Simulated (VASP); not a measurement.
Output of a VASP run:

OUTCAR:
```
 ion  position               nearest neighbor table
   1  0.000  0.000  0.000-   2 2.49   2 2.49   2 2.49   2 2.49   2 2.49   2 2.49   2 2.49   2 2.49
  LATTYP: Found a simple cubic cell.
 ALAT       =     2.8800000000
 Subroutine PRICEL returns following result:
  LATTYP: Found a body centered cubic cell.
 ALAT       =     2.8800000000
 Subroutine GETGRP returns: Found 48 space group operations
The static configuration has the point symmetry O_h .
The dynamic configuration has the point symmetry O_h .
The overall configuration has the point symmetry O_h .
 Subroutine INISYM returns: Found 48 space group operations
 Subroutine IBZKPT returns following result:
 Found     56 irreducible k-points:

 Following reciprocal coordinates:
            Coordinates               Weight
  0.000000  0.000000  0.000000      1.000000
  0.090909  0.000000  0.000000      6.000000
  0.181818  0.000000  0.000000      6.000000
  0.272727  0.000000  0.000000      6.000000
  0.363636  0.000000  0.000000      6.000000
  0.454545  0.000000  0.000000      6.000000
  0.090909  0.090909  0.000000     12.000000
  0.181818  0.090909  0.000000     24.000000
  0.272727  0.090909  0.000000     24.000000
  0.363636  0.090909  0.000000     24.000000
  0.454545  0.090909  0.000000     24.000000
  0.181818  0.181818  0.000000     12.000000
  0.272727  0.181818  0.000000     24.000000
  0.363636  0.181818  0.000000     24.000000
  0.454545  0.181818  0.000000     24.000000
  0.272727  0.272727  0.000000     12.000000
  0.363636  0.272727  0.000000     24.000000
  0.454545  0.272727  0.000000     24.000000
  0.363636  0.363636  0.000000     12.000000
  0.454545  0.363636  0.000000     24.000000
  0.454545  0.454545  0.000000     12.000000
  0.090909  0.090909  0.090909      8.000000
  0.181818  0.090909  0.090909     24.000000
  0.272727  0.090909  0.090909     24.000000
  0.363636  0.090909  0.090909     24.000000
  0.454545  0.090909  0.090909     24.000000
  0.181818  0.181818  0.090909     24.000000
  0.272727  0.181818  0.090909     48.000000
  0.363636  0.181818  0.090909     48.000000
  0.454545  0.181818  0.090909     48.000000
  0.272727  0.272727  0.090909     24.000000
  0.363636  0.272727  0.090909     48.000000
  0.454545  0.272727  0.090909     48.000000
  0.363636  0.363636  0.090909     24.000000
  0.454545  0.363636  0.090909     48.000000
  0.454545  0.454545  0.090909     24.000000
  0.181818  0.181818  0.181818      8.000000
  0.272727  0.181818  0.181818     24.000000
  0.363636  0.181818  0.181818     24.000000
  0.454545  0.181818  0.181818     24.000000
   k-points           NKPTS =     56   k-points in BZ     NKDIM =     56   number of bands    NBANDS=     16
   number of dos      NEDOS =    301   number of ions     NIONS =      2
   total plane-waves  NPLWV =  13824
   dimension x,y,z NGX =    24 NGY =   24 NGZ =   24
   dimension x,y,z NGXF=    48 NGYF=   48 NGZF=   48
   ions per type =               2
   PREC   = accura    normal or accurate (medium, high low for compatibility)
   ISTART =      0    job   : 0-new  1-cont  2-samecut
   ICHARG =      2    charge: 1-file 2-atom 10-const
   ISPIN  =      2    spin polarized calculation?
   LNONCOLLINEAR =      F non collinear calculations
   LSORBIT =      F    spin-orbit coupling
   INIWAV =      1    electr: 0-lowe 1-rand  2-diag
   ENCUT  =  520.0 eV  38.22 Ry    6.18 a.u.   5.35  5.35  5.35*2*pi/ulx,y,z
   NELM   =    100;   NELMIN=  2; NELMDL= -5     # of ELM steps
   EDIFF  = 0.1E-05   stopping-criterion for ELM
   LREAL  =      F    real-space projection
   NLSPLINE    = F    spline interpolate recip. space projectors
   LMAXMIX     =    4 max onsite mixed and CHGCAR
   VOSKOWN=      0    Vosko Wilk Nusair interpolation
   EDIFFG = -.1E-01   stopping-criterion for IOM
   NSW    =     60    number of steps for IOM
   NBLOCK =      1;   KBLOCK =     60    inner block; outer block
...
```

OSZICAR:
```
...
DAV:  12    -0.333919960108E+02    0.82645E+00   -0.96271E-01  3616   0.132E+01    0.477E+00
DAV:  13    -0.339388869393E+02   -0.54689E+00   -0.14364E+00  3656   0.142E+01    0.231E+00
DAV:  14    -0.339565512904E+02   -0.17664E-01   -0.11888E-01  4312   0.403E+00    0.239E+00
DAV:  15    -0.339708262247E+02   -0.14275E-01   -0.65324E-02  4560   0.172E+00    0.162E+00
DAV:  16    -0.339726259359E+02   -0.17997E-02   -0.11039E-01  4288   0.344E+00    0.441E-01
DAV:  17    -0.339752530031E+02   -0.26271E-02   -0.21786E-02  4640   0.987E-01    0.321E-01
DAV:  18    -0.339764142036E+02   -0.11612E-02   -0.65872E-03  4536   0.448E-01    0.188E-01
DAV:  19    -0.339769275153E+02   -0.51331E-03   -0.49945E-03  5056   0.377E-01    0.109E-01
DAV:  20    -0.339770212006E+02   -0.93685E-04   -0.80201E-04  4672   0.165E-01    0.839E-02
DAV:  21    -0.339771095826E+02   -0.88382E-04   -0.92554E-04  4880   0.176E-01    0.313E-02
DAV:  22    -0.339771279417E+02   -0.18359E-04   -0.58928E-04  4720   0.149E-01    0.163E-02
DAV:  23    -0.339771286301E+02   -0.68838E-06   -0.17499E-05  4320   0.475E-02    0.755E-03
DAV:  24    -0.339771269433E+02    0.16868E-05   -0.17215E-05  4496   0.329E-02    0.278E-03
DAV:  25    -0.339771266952E+02    0.24815E-06   -0.18434E-07  1792   0.478E-03
   1 F= -.33977127E+02 E0= -.33977119E+02  d E =-.339771E+02  mag=    -0.0000
       N       E                     dE             d eps       ncg     rms          rms(c)
DAV:   1    -0.358838047318E+02   -0.19067E+01   -0.42928E+01  3616   0.979E+01    0.137E+01
DAV:   2    -0.339896371932E+02    0.18942E+01   -0.11334E+01  3760   0.421E+01    0.401E+00
DAV:   3    -0.339985978976E+02   -0.89607E-02   -0.13939E-01  4144   0.489E+00    0.237E+00
DAV:   4    -0.339858827226E+02    0.12715E-01   -0.85532E-03  3840   0.958E-01    0.129E+00
DAV:   5    -0.339794701545E+02    0.64126E-02   -0.13594E-02  4208   0.146E+00    0.123E-01
DAV:   6    -0.339801484331E+02   -0.67828E-03   -0.10541E-03  3888   0.373E-01    0.689E-02
DAV:   7    -0.339801417385E+02    0.66946E-05   -0.36163E-04  5264   0.221E-01    0.575E-02
DAV:   8    -0.339801256508E+02    0.16088E-04   -0.14965E-04  4288   0.746E-02    0.187E-02
DAV:   9    -0.339801319416E+02   -0.62908E-05   -0.21304E-05  4160   0.499E-02    0.126E-02
DAV:  10    -0.339801326809E+02   -0.73929E-06   -0.55490E-07  1840   0.699E-03
   2 F= -.33980133E+02 E0= -.33980230E+02  d E =-.300599E-02  mag=    -0.0000
       N       E                     dE             d eps       ncg     rms          rms(c)
DAV:   1    -0.344088057088E+02   -0.42867E+00   -0.96697E+00  3712   0.484E+01    0.555E+00
DAV:   2    -0.339997352290E+02    0.40907E+00   -0.27922E+00  3792   0.191E+01    0.176E+00
DAV:   3    -0.340018456293E+02   -0.21104E-02   -0.33264E-02  4160   0.245E+00    0.104E+00
DAV:   4    -0.339993064865E+02    0.25391E-02   -0.16145E-03  4528   0.405E-01    0.382E-01
DAV:   5    -0.339975948074E+02    0.17117E-02   -0.48786E-03  4496   0.697E-01    0.640E-02
DAV:   6    -0.339977393054E+02   -0.14450E-03   -0.27771E-04  4368   0.158E-01    0.367E-02
DAV:   7    -0.339977716386E+02   -0.32333E-04   -0.18082E-04  5072   0.135E-01    0.313E-02
DAV:   8    -0.339977869348E+02   -0.15296E-04   -0.53781E-05  4464   0.427E-02    0.868E-03
DAV:   9    -0.339977861367E+02    0.79812E-06   -0.18643E-05  4336   0.286E-02    0.728E-03
DAV:  10    -0.339977845067E+02    0.16300E-05   -0.12821E-06  1840   0.840E-03    0.285E-03
DAV:  11    -0.339977839292E+02    0.57748E-06   -0.93840E-07  2240   0.566E-03
   3 F= -.33997784E+02 E0= -.33997860E+02  d E =-.206572E-01  mag=     0.0000
```

OUTCAR:
```
------------------------ aborting loop because EDIFF is reached ----------------------------------------
  FORCE on cell =-STRESS in cart. coord.  units (eV):
  Direction    XX          YY          ZZ          XY          YZ          ZX
  --------------------------------------------------------------------------------------
  Total       -0.0003980     -0.0003980     -0.0003980     -0.0000000     -0.0000000      0.0000000
  in kB       -0.0277650     -0.0277650     -0.0277650     -0.0000000     -0.0000000      0.0000000
  external PRESSURE =      -0.0277650 kB  Pullay stress =       0.0000000 kB
  volume of cell :       22.97
      direct lattice vectors                 reciprocal lattice vectors
     2.842582945 -0.000000000  0.000000000     0.351792725 -0.000000000  0.000000000
     0.000000000  2.842582945 -0.000000000     0.000000000  0.351792725  0.000000000
    -0.000000000  0.000000000  2.842582945    -0.000000000  0.000000000  0.351792725
 POSITION                                       TOTAL-FORCE (eV/Angst)
 -----------------------------------------------------------------------------------
      0.00000     -0.00000      0.00000        -0.000000      0.000000      0.000000
      1.42129      1.42129      1.42129         0.000000      0.000000     -0.000000
 -----------------------------------------------------------------------------------
    total drift:                                0.000000      0.000000     -0.000000
  FREE ENERGIE OF THE ION-ELECTRON SYSTEM (eV)
  ---------------------------------------------------
  free  energy   TOTEN  =       -33.9977839292 eV

  energy  without entropy=      -33.9980116726  energy(sigma->0) =      -33.99785984

 total charge

# of ion       s       p       d       tot
------------------------------------------
    1        0.424   6.396   4.221  11.041
    2        0.424   6.396   4.221  11.041
--------------------------------------------------
tot          0.848  12.792   8.442  22.082

 magnetization (x)

# of ion       s       p       d       tot
------------------------------------------
    1       -0.009   0.007   1.100   1.098
    2        0.009  -0.007  -1.100  -1.098
--------------------------------------------------
tot          0.000   0.000   0.000   0.000

 reached required accuracy - stopping structural energy minimisation
```
(Selected blocks of OUTCAR.)

File POSCAR:
```
Cr
1
    2.8800000000     0.0000000000     0.0000000000
    0.0000000000     2.8800000000     0.0000000000
    0.0000000000     0.0000000000     2.8800000000
Cr
2
Direct
  0.0000000000   0.0000000000   0.0000000000
  0.5000000000   0.5000000000   0.5000000000
```

Question: Write an INCAR and KPOINTS that could have produced this output.

Answer: This is not unique; one that fits is the input of the run itself, TPSS meta-GGA, plane waves, VASP's PBE PAW potentials (set 64).

KPOINTS:
```
Automatic mesh
0
Gamma
11 11 11
0 0 0
```

INCAR:
```
SYSTEM = Cr
PREC = Accurate
ENCUT = 520
EDIFF = 1E-6
NELM = 100
ALGO = Normal
LREAL = .FALSE.
LASPH = .TRUE.
ISMEAR = 1
SIGMA = 0.1
METAGGA = TPSS
LMIXTAU = .TRUE.
LMAXMIX = 4
ISPIN = 2
MAGMOM = 1.5 -1.5
LORBIT = 10
LWAVE = .FALSE.
LCHARG = .FALSE.
IBRION = 2
ISIF = 3
NSW = 60
EDIFFG = -0.01
```

POTCAR, in this order: Cr_pv (PBE.64 set). Program: vasp_std.

Energy and stress use the plane-wave basis of the starting cell.

The compound is Cr in the bcc, AFM order structure. This run relaxes it. Symmetry was kept, so distortions that lower it aren't found.
